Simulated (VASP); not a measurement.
# Be2Hg (I4/mmm) in VASP: a series of runs

One crystal, Be2Hg, is run at these levels: PBE; tasks: single point.

Everything below comes from runs of VASP 6.6.1. Logs are shortened: lines on timing, memory, paths and dates and some standing lists are left out, and cuts for length are marked.

## (1) The crystal as given

Symmetry: I4/mmm, No. 139, tetragonal system. The conventional cell has a = 3.233 Å, b = 3.233 Å, c = 7.505 Å, α = 90.00°, β = 90.00°, γ = 90.00°. Be (site symmetry 4mm) is surrounded by 5 Hg at 2.46 to 2.63 Å and 5 Be at 2.57 to 2.58 Å. Hg (site symmetry 4/mmm) has 10 Be at 2.46 to 2.63 Å as nearest neighbours.

The cell comes from a database or a generator and needn't be the stable form of this composition.

## (2) Single point, PBE

File INCAR:

```
SYSTEM = Be2Hg
ALGO = Normal ; EDIFF = 1E-6
ENCUT = 520 ; GGA = PE
ISIF = 2 ; ISMEAR = 0
LASPH = .True. ; LCHARG = .False.
LREAL = .False. ; LWAVE = .False.
NBANDS = 15 ; NELM = 100
PREC = Accurate ; SIGMA = 0.1
```

File KPOINTS:

```
k-points
0
Gamma
  18 18 18
  0 0 0
```

File POSCAR:

```
Be2Hg
1.0
   -1.6165582250      1.6165582250      3.7524351839
    1.6165582250     -1.6165582250      3.7524351839
    1.6165582250      1.6165582250     -3.7524351839
Be Hg
2 1
Direct
    0.3279886231      0.3279886231      0.0000000000
    0.6720113769      0.6720113769      0.0000000000
    0.0000000000      0.0000000000      0.0000000000
```

Potentials or basis: VASP PAW PBE potentials, release 64 (Be, Hg).

The run is started by

```
> cat potpaw_PBE.64/Be/POTCAR potpaw_PBE.64/Hg/POTCAR > POTCAR
> mpirun -np 1 vasp_std > vasp.out
```

OUTCAR:

```text
SYSTEM = Be2Hg
   EDIFF = 1E-6
   ENCUT = 520
   GGA = PE
   ISIF = 2
   ISMEAR = 0
   LASPH = .True.
   LREAL = .False.
   NELM = 100
   PREC = Accurate

 ion  position               nearest neighbor table
   1  0.328  0.328  0.000-   3 2.46   3 2.63   3 2.63   3 2.63   3 2.63
   2  0.672  0.672  0.000-   3 2.46   3 2.63   3 2.63   3 2.63   3 2.63
   3  0.000  0.000  0.000-   1 2.46   2 2.46   2 2.63   1 2.63   2 2.63   2 2.63   2 2.63   1 2.63
                             1 2.63   1 2.63

  LATTYP: Found a body centered tetragonal cell.
 ALAT       =     3.2331164500
 C/A-ratio  =     2.3212496314

  Lattice vectors:

 A1 = (  -1.6165582250,   1.6165582250,   3.7524351839)
 A2 = (   1.6165582250,  -1.6165582250,   3.7524351839)
 A3 = (   1.6165582250,   1.6165582250,  -3.7524351839)

Analysis of symmetry for initial positions (statically):
=====================================================================
 Subroutine PRICEL returns:
 Original cell was already a primitive cell.

 Routine SETGRP: Setting up the symmetry group for a
 body centered tetragonal supercell.

 Subroutine GETGRP returns: Found 16 space group operations
 (whereof 16 operations were pure point group operations)
 out of a pool of 16 trial point group operations.

The static configuration has the point symmetry D_4h.

Analysis of symmetry for dynamics (positions and initial velocities):
=====================================================================
 Subroutine PRICEL returns:
 Original cell was already a primitive cell.

 Routine SETGRP: Setting up the symmetry group for a
 body centered tetragonal supercell.

 Subroutine GETGRP returns: Found 16 space group operations
 (whereof 16 operations were pure point group operations)
 out of a pool of 16 trial point group operations.

The dynamic configuration has the point symmetry D_4h.

 Subroutine INISYM returns: Found 16 space group operations
 (whereof 16 operations are pure point group operations),
 and found     1 'primitive' translations

----------------------------------------------------------------------------------------

                                     Primitive cell

  volume of cell :      39.2244

  direct lattice vectors                    reciprocal lattice vectors
    -1.616558225  1.616558225  3.752435184     0.000000000  0.309299097  0.133246805
     1.616558225 -1.616558225  3.752435184     0.309299097  0.000000000  0.133246805
     1.616558225  1.616558225 -3.752435184     0.309299097  0.309299097  0.000000000

  length of vectors
     4.394006236  4.394006236  4.394006236     0.336779814  0.336779814  0.437414978

  position of ions in fractional coordinates (direct lattice)
     0.327988623  0.327988623  0.000000000
     0.672011377  0.672011377  0.000000000
     0.000000000  0.000000000  0.000000000

  ion indices of the primitive-cell ions
   primitive index   ion index
                 1           1
                 2           2
                 3           3

----------------------------------------------------------------------------------------

 KPOINTS: k-points

Automatic generation of k-mesh.
 Grid dimensions read from file:
 generate k-points for:   18   18   18

 Generating k-lattice:

  Cartesian coordinates                     Fractional coordinates (reciprocal lattice)
     0.000000000  0.017183283  0.007402600     0.055555556 -0.000000000  0.000000000
     0.017183283  0.000000000  0.007402600    -0.000000000  0.055555556  0.000000000
     0.017183283  0.017183283  0.000000000     0.000000000  0.000000000  0.055555556

  Length of vectors
     0.018709990  0.018709990  0.024300832

  Shift w.r.t. Gamma in fractional coordinates (k-lattice)
     0.000000000  0.000000000  0.000000000

 Subroutine IBZKPT returns following result:
 ===========================================

 Found    480 irreducible k-points:

 Following reciprocal coordinates:
            Coordinates               Weight
  0.000000  0.000000  0.000000      1.000000
  0.055556  0.000000 -0.000000      8.000000
  0.111111  0.000000 -0.000000      8.000000
  0.166667  0.000000 -0.000000      8.000000
  0.222222 -0.000000  0.000000      8.000000
  0.277778  0.000000  0.000000      8.000000
[... 16 lines left out ...]
 -0.277778  0.055556  0.000000     16.000000
 -0.222222  0.055556  0.000000     16.000000
 [... further k-points ...]
   k-points           NKPTS =    480   k-points in BZ     NKDIM =    480   number of bands    NBANDS=     15
   number of dos      NEDOS =    301   number of ions     NIONS =      3
   total plane-waves  NPLWV =  46656
   dimension x,y,z NGX =    36 NGY =   36 NGZ =   36
   dimension x,y,z NGXF=    72 NGYF=   72 NGZF=   72
   ions per type =               2   1
   NGX,Y,Z   is equivalent  to a cutoff of  13.62, 13.62, 13.62 a.u.
   NGXF,Y,Z  is equivalent  to a cutoff of  27.24, 27.24, 27.24 a.u.
 SYSTEM =  Be2Hg
   PREC   = accura    normal or accurate (medium, high low for compatibility)
   ISTART =      0    job   : 0-new  1-cont  2-samecut
   ICHARG =      2    charge: 1-file 2-atom 10-const
   ISPIN  =      1    spin polarized calculation?
   LNONCOLLINEAR =      F non collinear calculations
   LSORBIT =      F    spin-orbit coupling
   LASPH  =      T    aspherical Exc in radial PAW
   ENCUT  =  520.0 eV  38.22 Ry    6.18 a.u.   8.17  8.17  8.17*2*pi/ulx,y,z
   NELM   =    100;   NELMIN=  2; NELMDL= -5     # of ELM steps
   EDIFF  = 0.1E-05   stopping-criterion for ELM
   LREAL  =      F    real-space projection
   EDIFFG = 0.1E-04   stopping-criterion for IOM
   NSW    =      0    number of steps for IOM
   IBRION =     -1    ionic relax: 0-MD 1-quasi-New 2-CG
   NFREE  =      0    steps in history (QN), initial steepest desc. (CG)
   ISIF   =      2    stress and relaxation
   ISYM   =      2    0-nonsym 1-usesym 2-fastsym
   POTIM  = 0.5000    time-step for ionic-motion
   TEBEG  =    0.0;   TEEND  =   0.0 temperature during run
   PSTRESS=    0.0 pullay stress
   NELECT =      16.0000    total number of electrons
   NUPDOWN=      -1.0000    fix difference up-down
   EMIN   =  10.00;   EMAX   =-10.00  energy-range for DOS
   EFERMI =   0.00;   METHOD = LEGACY
   ISMEAR =     0;   SIGMA  =   0.10  broadening in eV -4-tet -1-fermi 0-gaus
   EFERMI_NEDOS =   21; number of points for ismear=-14 and -15
   IALGO  =     38    algorithm
   IMIX   =      4    mixing-type and parameters
     AMIX     =   0.40;   BMIX     =  1.00
     AMIX_MAG =   1.60;   BMIX_MAG =  1.00
  volume/ion in A,a.u.               =      13.07        88.23
  Fermi-wavevector in a.u.,A,eV,Ry     =   1.214123  2.294361 20.056292  1.474096
  Thomas-Fermi vector in A             =   2.349553
   LORBIT       =      0    0 simple, 1 ext, 2 COOP (PROOUT), +10 PAW based schemes
   GGA     = PE    functional components
   LHFCALC =     F    Hartree Fock is set to
   AEXX    =    0.0000 exact exchange contribution
   IVDW    =     0    specifies the selected vdW correction
   LEPSILON=     F    determine dielectric tensor
   LRPA    =     F    only Hartree local field effects (RPA)
 non-spin polarized calculation
 Gauss-broadening in eV      SIGMA  =   0.10
  energy-cutoff  :      520.00
  volume of cell :       39.22
 maximum number of plane-waves:      1075
 NGX is ok and might be reduce to    36
   NGX = 17   NGY = 17   NGZ = 17

 number of electron      16.0000001 magnetization

 Free energy of the ion-electron system (eV)
  ---------------------------------------------------
  ext. energy  EPLUGINS =         0.00000000
  ---------------------------------------------------
  free energy    TOTEN  =        -6.24868228 eV

  energy without entropy =       -6.24583755  energy(sigma->0) =       -6.24725991

 E-fermi :   5.3860     XC(G=0): -10.9489

 val. band max:        5.3842119070   @ k =   0.5000   0.2778   0.1111
 cond. band min:       5.3965077295   @ k =  -0.3333  -0.4444   0.0556
 fundamental gap:      0.0122958225
 Fermi energy:         5.3859731029

 k-point     1 :       0.0000    0.0000    0.0000
  band No.  band energies     occupation
      1      -5.6386      2.00000
      2      -3.7489      2.00000
      3      -3.4758      2.00000
      4      -2.7381      2.00000
      5      -2.7381      2.00000
      6      -2.3002      2.00000
      7       5.0143      2.00000
      8       6.5452      0.00000
      9       9.4400      0.00000
     10       9.4400      0.00000
     11      10.1034      0.00000
     12      10.1034      0.00000
     13      12.6742      0.00000
     14      12.9858      0.00000
     15      13.0045      0.00000

 k-point     2 :       0.0556    0.0000   -0.0000
  band No.  band energies     occupation
      1      -5.5858      2.00000
      2      -3.7316      2.00000
      3      -3.4579      2.00000
      4      -2.7613      2.00000
      5      -2.7307      2.00000
      6      -2.3193      2.00000
      7       4.8570      2.00000
      8       6.7016      0.00000
      9       9.0477      0.00000
     10       9.3416      0.00000
     11       9.8700      0.00000
     12      10.3059      0.00000
     13      12.7288      0.00000
     14      13.2720      0.00000
     15      13.3640      0.00000

 k-point     3 :       0.1111    0.0000   -0.0000
  band No.  band energies     occupation
      1      -5.4301      2.00000
      2      -3.6849      2.00000
      3      -3.4001      2.00000
      4      -2.8256      2.00000
      5      -2.7096      2.00000
      6      -2.3735      2.00000
      7       4.5094      2.00000
      8       6.8615      0.00000
      9       8.4094      0.00000
     10       9.2102      0.00000
     11       9.3604      0.00000
     12      10.7411      0.00000
     13      12.8018      0.00000
     14      13.8290      0.00000
     15      14.2704      0.00000

 k-point     4 :       0.1667    0.0000   -0.0000
  band No.  band energies     occupation
      1      -5.1807      2.00000
      2      -3.6232      2.00000
      3      -3.2920      2.00000
      4      -2.9151      2.00000
      5      -2.6779      2.00000
      6      -2.4542      2.00000
      7       4.0955      2.00000
      8       6.2784      0.00000
      9       8.4742      0.00000
     10       8.8470      0.00000
     11       9.1553      0.00000
     12      11.2713      0.00000
     13      12.8985      0.00000
     14      14.3307      0.00000
     15      15.4115      0.00000
[... 307 lines left out ...]
 k-point    22 :      -0.3333    0.0556   -0.0000
  band No.  band energies     occupation
      1      -4.1905      2.00000
      2      -3.4575      2.00000
      3      -3.1313      2.00000
      4      -2.8119      2.00000
      5      -2.5921      2.00000
      6      -2.4389      2.00000
      7       2.6786      2.00000
      8       3.6478      2.00000
      9       7.5386      0.00000
     10       9.4039      0.00000
     11      10.4725      0.00000
     12      12.0550      0.00000
     13      13.5764      0.00000
     14      13.8518      0.00000
     15      15.8582      0.00000

 k-point    23 :      -0.2778    0.0556    0.0000
  band No.  band energies     occupation
      1      -4.5105      2.00000
      2      -3.4883      2.00000
      3      -3.1226      2.00000
      4      -2.8655      2.00000
      5      -2.6787      2.00000
      6      -2.5981      2.00000
      7       3.5005      2.00000
      8       4.4143      2.00000
      9       7.7694      0.00000
     10       9.0907      0.00000
     11       9.6983      0.00000
     12      11.7843      0.00000
     13      13.4225      0.00000
     14      14.0810      0.00000
     15      16.1514      0.00000

 k-point    24 :      -0.2222    0.0556    0.0000
  band No.  band energies     occupation
      1      -4.8606      2.00000
      2      -3.5415      2.00000
      3      -3.1171      2.00000
      4      -3.0198      2.00000
      5      -2.6732      2.00000
      6      -2.5668      2.00000
      7       4.0776      2.00000
      8       5.4338      0.49883
      9       8.0921      0.00000
     10       8.6254      0.00000
     11       9.2916      0.00000
     12      11.2380      0.00000
     13      13.2877      0.00000
     14      14.3688      0.00000
     15      16.4609      0.00000

 [... further k-points ...]

------------------------ aborting loop because EDIFF is reached ----------------------------------------

  FORCE on cell =-STRESS in cart. coord.  units (eV):
  Direction    XX          YY          ZZ          XY          YZ          ZX
  --------------------------------------------------------------------------------------
  -------------------------------------------------------------------------------------
  Total        0.0705828      0.0705828      0.0945322      0.0000000      0.0000000      0.0000000
  in kB        2.8830597      2.8830597      3.8613068      0.0000000      0.0000000      0.0000000
  external PRESSURE =       3.2091420 kB  Pullay stress =       0.0000000 kB

 VOLUME and BASIS-vectors are now :
 -----------------------------------------------------------------------------
  energy-cutoff  :      520.00
  volume of cell :       39.22
      direct lattice vectors                 reciprocal lattice vectors
    -1.616558225  1.616558225  3.752435184     0.000000000  0.309299097  0.133246805
     1.616558225 -1.616558225  3.752435184     0.309299097  0.000000000  0.133246805
     1.616558225  1.616558225 -3.752435184     0.309299097  0.309299097  0.000000000

 POSITION                                       TOTAL-FORCE (eV/Angst)
 -----------------------------------------------------------------------------------
      0.00000      0.00000      2.46151        -0.000000     -0.000000     -0.000739
      0.00000      0.00000      5.04336         0.000000      0.000000      0.000739
      0.00000      0.00000      0.00000        -0.000000     -0.000000     -0.000000
 -----------------------------------------------------------------------------------
    total drift:                                0.000000     -0.000000     -0.000000

  FREE ENERGIE OF THE ION-ELECTRON SYSTEM (eV)
  ---------------------------------------------------
  free  energy   TOTEN  =        -6.2486822823 eV

  energy  without entropy=       -6.2458375474  energy(sigma->0) =       -6.24725991
```

Run time: 5.4 min. Hardware: 1 thread of Intel Xeon Platinum 8259CL at 2.50GHz (Skylake/Cascade Lake), shared host; peak memory 0.43 GiB.

What came out:

| Property | Result |
| --- | --- |
| Free energy | -6.2487 eV |
| Pressure | 0.3 GPa |
| Band gap on the k mesh | none (metal or under the smearing width) |

Spin-orbit coupling is left out, which matters for the levels of Hg.

## (3) Single point, PBE

This run uses another cell than the first one, of 12.60 Å³/atom, 0.964 times its volume.

File INCAR:

```
SYSTEM = Be2Hg
PREC = Accurate ; ENCUT = 520
EDIFF = 1E-7 ; ISMEAR = 0
SIGMA = 0.1 ; LREAL = .False.
LASPH = .True. ; NELM = 80
ALGO = Fast ; ISIF = 2
LWAVE = .False. ; LCHARG = .True.
GGA = PE ; LELF = .True.
LVHAR = .True. ; NBANDS = 15
```

File KPOINTS:

```
Automatic mesh
0
Gamma
  8 8 8
  0 0 0
```

File POSCAR:

```
Be2Hg
1.0
   -1.6416597936      1.6416597936      3.5062518777
    1.6416597936     -1.6416597936      3.5062518777
    1.6416597936      1.6416597936     -3.5062518777
Be Hg
2 1
Direct
    0.3342101100      0.3342101100      0.0000000000
    0.6657898900      0.6657898900      0.0000000000
    0.0000000000      0.0000000000      0.0000000000
```

Potentials or basis: VASP PAW PBE potentials, release 64 (Be, Hg).

The run is started by

```
> cat potpaw_PBE.64/Be/POTCAR potpaw_PBE.64/Hg/POTCAR > POTCAR
> mpirun -np 1 vasp_std > vasp.out
```

Wall time 35 s (1 thread of Intel Xeon Platinum 8259CL at 2.50GHz (Skylake/Cascade Lake), shared host); peak memory 0.2 GiB.

The run converged. Its results:

* Free energy: -6.1339 eV
* Pressure: 7.0 GPa
* Largest force: 0.243 eV/Å
* Band gap on the k mesh: none (metal or under the smearing width)

Forces in eV/Å, atoms in the order of the input:
```
Be   0.000  0.000  0.243
Be   0.000  0.000 -0.243
Hg   0.000  0.000  0.000
```

Stress tensor (GPa, compression positive):
```
 2.25  0.00  0.00
 0.00  2.25  0.00
 0.00  0.00 16.59
```

Levels at points of the mesh, in eV from the Fermi level:
```tsv
k point	band 4	band 5	band 6	band 7	band 8	band 9	band 10	band 11	band 12	band 13
(0.00, 0.00, 0.00)	-8.12	-8.12	-7.66	1.23	2.21	4.43	4.43	4.59	4.59	7.16
(0.50, 0.00, 0.00)	-8.07	-7.80	-6.02	-5.72	-2.27	3.17	5.25	5.78	8.17	8.53
(0.50, 0.50, 0.00)	-8.20	-7.05	-4.33	-2.88	-0.85	-0.53	0.96	1.01	7.76	8.17
(0.50, 0.50, 0.50)	-7.77	-7.63	-7.61	-6.91	0.66	0.66	5.99	8.05	9.70	10.24
```

Spin-orbit coupling is left out, which matters for the levels of Hg.
